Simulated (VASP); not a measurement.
# Ga3BSb2 (P3m1) in VASP: band structure with PBE

Aim: the band structure of Ga3BSb2 with PBE.

All numbers are computed with VASP 6.6.1; they aren't measurements. Logs are shortened: lines on timing, memory, paths and dates and some standing lists are left out, and cuts for length are marked.

## 1. Starting point

It takes space group P3m1 (No. 156, trigonal). The conventional cell has a = 3.756 Å, b = 3.756 Å, c = 10.774 Å, α = 90.00°, β = 90.00°, γ = 120.00°. Ga (site symmetry 3m) is surrounded by 3 Ga at 2.83 Å and 3 Sb at 2.93 Å. Ga (site symmetry 3m) is surrounded by 3 Ga at 2.83 Å and 3 Sb at 3.20 Å. Ga (site symmetry 3m) has 1 B at 2.09 Å as nearest neighbours. Around B (site symmetry 3m) lie 1 Ga at 2.09 Å and 3 Sb at 2.31 Å. Around Sb (site symmetry 3m) lie 3 B at 2.31 Å. Sb (site symmetry 3m) is surrounded by 6 Ga at 2.79 to 2.93 Å.

The cell was built by a generator and needn't be a form met in nature.

## 2. Band structure, PBE

File POSCAR:

```
Ga3BSb2
1.0
    3.7559940000      0.0000000000      0.0000000000
   -1.8779970000      3.2527870000      0.0000000000
    0.0000000000      0.0000000000     10.7742600000
Ga B Sb
3 1 2
Direct
    0.0000000000      0.0000000000      0.6636580000
    0.6666670000      0.3333330000      0.8330700000
    0.0000000000      0.0000000000      0.3178210000
    0.0000000000      0.0000000000      0.1239170000
    0.3333330000      0.6666670000      0.0508980000
    0.3333330000      0.6666670000      0.4806130000
```

File INCAR.step1:

```
SYSTEM = Ga3BSb2
ALGO = Normal ; EDIFF = 1E-6
ENCUT = 520 ; GGA = PE
ISIF = 2 ; ISMEAR = 0
LASPH = .True. ; LCHARG = .True.
LREAL = .False. ; LWAVE = .False.
NELM = 80 ; PREC = Accurate
SIGMA = 0.1
```

File KPOINTS.step1:

```
k-points
0
Gamma
  10 10 4
  0 0 0
```

File INCAR.step2:

```
SYSTEM = Ga3BSb2
ALGO = Normal ; EDIFF = 1E-6
ENCUT = 520 ; GGA = PE
ICHARG = 11 ; ISIF = 2
ISMEAR = 0 ; LASPH = .True.
LCHARG = .False. ; LREAL = .False.
LWAVE = .False. ; NELM = 80
PREC = Accurate ; SIGMA = 0.05
```

File KPOINTS.step2:

```
path GMKGALHA,LM,KH
15
line-mode
reciprocal
 0.0000000000  0.0000000000  0.0000000000  G
 0.5000000000  0.0000000000  0.0000000000  M

 0.5000000000  0.0000000000  0.0000000000  M
 0.3333333333  0.3333333333  0.0000000000  K

 0.3333333333  0.3333333333  0.0000000000  K
 0.0000000000  0.0000000000  0.0000000000  G

 0.0000000000  0.0000000000  0.0000000000  G
 0.0000000000  0.0000000000  0.5000000000  A

 0.0000000000  0.0000000000  0.5000000000  A
 0.5000000000  0.0000000000  0.5000000000  L

 0.5000000000  0.0000000000  0.5000000000  L
 0.3333333333  0.3333333333  0.5000000000  H

 0.3333333333  0.3333333333  0.5000000000  H
 0.0000000000  0.0000000000  0.5000000000  A

 0.5000000000  0.0000000000  0.5000000000  L
 0.5000000000  0.0000000000  0.0000000000  M

 0.3333333333  0.3333333333  0.0000000000  K
 0.3333333333  0.3333333333  0.5000000000  H
```

Potentials or basis: VASP PAW PBE potentials, release 64 (Ga_d, B, Sb).

On the command line:

```sh
$ cat potpaw_PBE.64/Ga_d/POTCAR potpaw_PBE.64/B/POTCAR potpaw_PBE.64/Sb/POTCAR > POTCAR
$ cp INCAR.step1 INCAR
$ cp KPOINTS.step1 KPOINTS
$ mpirun -np 1 vasp_std > vasp.out
$ cp INCAR.step2 INCAR
$ cp KPOINTS.step2 KPOINTS
$ mpirun -np 1 vasp_std > vasp.out
```

OUTCAR:

```text
SYSTEM = Ga3BSb2
   EDIFF = 1E-6
   ENCUT = 520
   GGA = PE
   ICHARG = 11
   ISIF = 2
   ISMEAR = 0
   LASPH = .True.
   LREAL = .False.
   NELM = 80
   PREC = Accurate

 ion  position               nearest neighbor table
   1  0.000  0.000  0.664-   2 2.83   2 2.83   2 2.83   6 2.93   6 2.93   6 2.93
   2  0.667  0.333  0.833-   1 2.83   1 2.83   1 2.83   5 3.20   5 3.20   5 3.20
   3  0.000  0.000  0.318-   4 2.09   6 2.79   6 2.79   6 2.79
   4  0.000  0.000  0.124-   3 2.09   5 2.31   5 2.31   5 2.31
   5  0.333  0.667  0.051-   4 2.31   4 2.31   4 2.31   2 3.20   2 3.20   2 3.20
   6  0.333  0.667  0.481-   3 2.79   3 2.79   3 2.79   1 2.93   1 2.93   1 2.93

  LATTYP: Found a hexagonal cell.
 ALAT       =     3.7559940000
 C/A-ratio  =     2.8685509082

  Lattice vectors:

 A1 = (   3.7559940000,   0.0000000000,   0.0000000000)
 A2 = (  -1.8779970000,   3.2527870000,   0.0000000000)
 A3 = (   0.0000000000,   0.0000000000,  10.7742600000)

Analysis of symmetry for initial positions (statically):
=====================================================================
 Subroutine PRICEL returns:
 Original cell was already a primitive cell.

 Routine SETGRP: Setting up the symmetry group for a
 hexagonal supercell.

 Subroutine GETGRP returns: Found  6 space group operations
 (whereof  6 operations were pure point group operations)
 out of a pool of 24 trial point group operations.

The static configuration has the point symmetry C_3v.

Analysis of symmetry for dynamics (positions and initial velocities):
=====================================================================
 Subroutine PRICEL returns:
 Original cell was already a primitive cell.

 Routine SETGRP: Setting up the symmetry group for a
 hexagonal supercell.

 Subroutine GETGRP returns: Found  6 space group operations
 (whereof  6 operations were pure point group operations)
 out of a pool of 24 trial point group operations.

The dynamic configuration has the point symmetry C_3v.

 Subroutine INISYM returns: Found  6 space group operations
 (whereof  6 operations are pure point group operations),
 and found     1 'primitive' translations

----------------------------------------------------------------------------------------

                                     Primitive cell

[... 92 lines left out ...]
   LREAL  =      F    real-space projection
   EDIFFG = 0.1E-04   stopping-criterion for IOM
   NSW    =      0    number of steps for IOM
   IBRION =     -1    ionic relax: 0-MD 1-quasi-New 2-CG
   NFREE  =      0    steps in history (QN), initial steepest desc. (CG)
   ISIF   =      2    stress and relaxation
   ISYM   =      2    0-nonsym 1-usesym 2-fastsym
   POTIM  = 0.5000    time-step for ionic-motion
   TEBEG  =    0.0;   TEEND  =   0.0 temperature during run
   PSTRESS=    0.0 pullay stress
   NELECT =      52.0000    total number of electrons
   NUPDOWN=      -1.0000    fix difference up-down
   EMIN   =  10.00;   EMAX   =-10.00  energy-range for DOS
   EFERMI =   0.00;   METHOD = LEGACY
   ISMEAR =     0;   SIGMA  =   0.05  broadening in eV -4-tet -1-fermi 0-gaus
   EFERMI_NEDOS =   21; number of points for ismear=-14 and -15
   IALGO  =     38    algorithm
   IMIX   =      4    mixing-type and parameters
     AMIX     =   0.40;   BMIX     =  1.00
     AMIX_MAG =   1.60;   BMIX_MAG =  1.00
  volume/ion in A,a.u.               =      21.94       148.05
  Fermi-wavevector in a.u.,A,eV,Ry     =   1.201213  2.269963 19.632013  1.442912
  Thomas-Fermi vector in A             =   2.337028
   LORBIT       =      0    0 simple, 1 ext, 2 COOP (PROOUT), +10 PAW based schemes
   GGA     = PE    functional components
   LHFCALC =     F    Hartree Fock is set to
   AEXX    =    0.0000 exact exchange contribution
   IVDW    =     0    specifies the selected vdW correction
   LEPSILON=     F    determine dielectric tensor
   LRPA    =     F    only Hartree local field effects (RPA)
 non-spin polarized calculation
 Gauss-broadening in eV      SIGMA  =   0.05
  energy-cutoff  :      520.00
  volume of cell :      131.63
 maximum number of plane-waves:      3570
 NGX is ok and might be reduce to    28

 number of electron      51.9999989 magnetization

 Free energy of the ion-electron system (eV)
  ---------------------------------------------------
  ext. energy  EPLUGINS =         0.00000000
  ---------------------------------------------------
  free energy    TOTEN  =       -21.65104142 eV

  energy without entropy =      -21.64709459  energy(sigma->0) =      -21.64906800

 E-fermi :   5.8891     XC(G=0): -10.0419

 val. band max:        5.8776976060   @ k =   0.0357   0.0000   0.0000
 cond. band min:       5.8914088276   @ k =   0.3333   0.3333   0.0357
 fundamental gap:      0.0137112216
 Fermi energy:         5.8890784454

 k-point     1 :       0.0000    0.0000    0.0000
  band No.  band energies     occupation
      1      -9.3131      2.00000
      2      -9.3131      2.00000
      3      -9.2512      2.00000
      4      -9.2433      2.00000
      5      -9.2433      2.00000
      6      -9.1948      2.00000
[... 805 lines left out ...]
     30       7.9429      0.00000
     31       9.4519      0.00000

 [... further k-points ...]

------------------------ aborting loop because EDIFF is reached ----------------------------------------

  FORCE on cell =-STRESS in cart. coord.  units (eV):
  Direction    XX          YY          ZZ          XY          YZ          ZX
  --------------------------------------------------------------------------------------
  -------------------------------------------------------------------------------------
  Total       -2.8483848     -2.8483862      1.1737830      0.0000000      0.0000000      0.0000000
  in kB      -34.6689971    -34.6690137     14.2866508      0.0000000      0.0000000      0.0000000
  external PRESSURE =     -18.3504533 kB  Pullay stress =       0.0000000 kB

 VOLUME and BASIS-vectors are now :
 -----------------------------------------------------------------------------
  energy-cutoff  :      520.00
  volume of cell :      131.63
      direct lattice vectors                 reciprocal lattice vectors
     3.755994000  0.000000000  0.000000000     0.266241107  0.153714338  0.000000000
    -1.877997000  3.252787000  0.000000000     0.000000000  0.307428676  0.000000000
     0.000000000  0.000000000 10.774260000     0.000000000  0.000000000  0.092813799

 POSITION                                       TOTAL-FORCE (eV/Angst)
 -----------------------------------------------------------------------------------
      0.00000      0.00000      7.15042        -0.000000      0.000000      0.673041
      1.87800      1.08426      8.97571         0.000000     -0.000000     -0.038114
      0.00000      0.00000      3.42429        -0.000000      0.000000     -1.175333
      0.00000      0.00000      1.33511        -0.000000      0.000000      0.292901
     -0.00000      2.16853      0.54839        -0.000000      0.000000      0.121113
     -0.00000      2.16853      5.17825        -0.000000      0.000000      0.126393
 -----------------------------------------------------------------------------------
    total drift:                               -0.000317      0.000202      0.037581

  FREE ENERGIE OF THE ION-ELECTRON SYSTEM (eV)
  ---------------------------------------------------
  free  energy   TOTEN  =       -21.6510414160 eV

  energy  without entropy=      -21.6470945858  energy(sigma->0) =      -21.64906800
```

OSZICAR.step1:

```text
N       E                     dE             d eps       ncg     rms          rms(c)
DAV:   1     0.379325020476E+03    0.37933E+03   -0.24147E+04  3142   0.235E+03
DAV:   2     0.247699175907E+02   -0.35456E+03   -0.34689E+03  3334   0.538E+02
DAV:   3    -0.211381116847E+02   -0.45908E+02   -0.45085E+02  3539   0.148E+02
DAV:   4    -0.232309333037E+02   -0.20928E+01   -0.20745E+01  3949   0.327E+01
DAV:   5    -0.232810306943E+02   -0.50097E-01   -0.50065E-01  3940   0.477E+00    0.638E+00
DAV:   6    -0.220922697184E+02    0.11888E+01   -0.44011E+00  3982   0.130E+01    0.282E+00
DAV:   7    -0.221467632017E+02   -0.54493E-01   -0.11046E+00  3527   0.522E+00    0.150E+00
DAV:   8    -0.221397727499E+02    0.69905E-02   -0.77886E-02  3955   0.295E+00    0.552E-01
DAV:   9    -0.221403750718E+02   -0.60232E-03   -0.13039E-02  3625   0.108E+00    0.104E-01
DAV:  10    -0.221404272023E+02   -0.52131E-04   -0.21716E-03  4359   0.396E-01    0.557E-02
DAV:  11    -0.221405108104E+02   -0.83608E-04   -0.34155E-04  3478   0.202E-01    0.154E-02
DAV:  12    -0.221405245032E+02   -0.13693E-04   -0.45706E-05  3791   0.108E-01    0.103E-02
DAV:  13    -0.221405259014E+02   -0.13982E-05   -0.10839E-05  3808   0.674E-02    0.367E-03
DAV:  14    -0.221405266093E+02   -0.70791E-06   -0.35962E-06  3456   0.332E-02
   1 F= -.22140527E+02 E0= -.22135786E+02  d E =-.948156E-02
```

Run time: 4.3 min. Hardware: 1 thread of Intel Xeon Platinum 8559C (Emerald Rapids), shared host; peak memory 0.58 GiB.

What came out:

* Band gap along the path: none (metal or under the smearing width)

Levels at the corners of the path, in eV from the Fermi level:
```
point  band 23  band 24  band 25  band 26  band 27  band 28  band 29  band 30  band 31
    Γ    -0.48     0.29     1.53     1.53     2.32     3.31     3.31     4.09     4.09
    M    -2.42    -2.34    -2.06    -1.03    -0.61     1.50     1.71     2.24     2.40
    M    -2.42    -2.34    -2.06    -1.03    -0.61     1.50     1.71     2.24     2.40
    K    -3.50    -3.32    -2.26    -1.54    -0.51     0.21     0.26     1.29     4.12
    K    -3.50    -3.32    -2.26    -1.54    -0.51     0.21     0.26     1.29     4.12
    Γ    -0.48     0.29     1.53     1.53     2.32     3.31     3.31     4.09     4.09
    Γ    -0.48     0.29     1.53     1.53     2.32     3.31     3.31     4.09     4.09
    A    -0.57     1.52     1.52     2.22     2.65     3.28     3.28     3.44     4.16
    A    -0.57     1.52     1.52     2.22     2.65     3.28     3.28     3.44     4.16
    L    -3.02    -2.41    -0.67    -0.58    -0.33     0.65     1.63     2.04     2.73
    L    -3.02    -2.41    -0.67    -0.58    -0.33     0.65     1.63     2.04     2.73
    H    -3.01    -2.93    -2.86    -2.47    -0.65     0.50     1.37     2.61     2.80
    H    -3.01    -2.93    -2.86    -2.47    -0.65     0.50     1.37     2.61     2.80
    A    -0.57     1.52     1.52     2.22     2.65     3.28     3.28     3.44     4.16
    L    -3.02    -2.41    -0.67    -0.58    -0.33     0.65     1.63     2.04     2.73
    M    -2.42    -2.34    -2.06    -1.03    -0.61     1.50     1.71     2.24     2.40
    K    -3.50    -3.32    -2.26    -1.54    -0.51     0.21     0.26     1.29     4.12
    H    -3.01    -2.93    -2.86    -2.47    -0.65     0.50     1.37     2.61     2.80
```

Caveat: the log is that of the step along the path at fixed density, whose energy, stress, charges and moments have no meaning; spin-orbit coupling is left out, which moves the levels of the heavy elements.
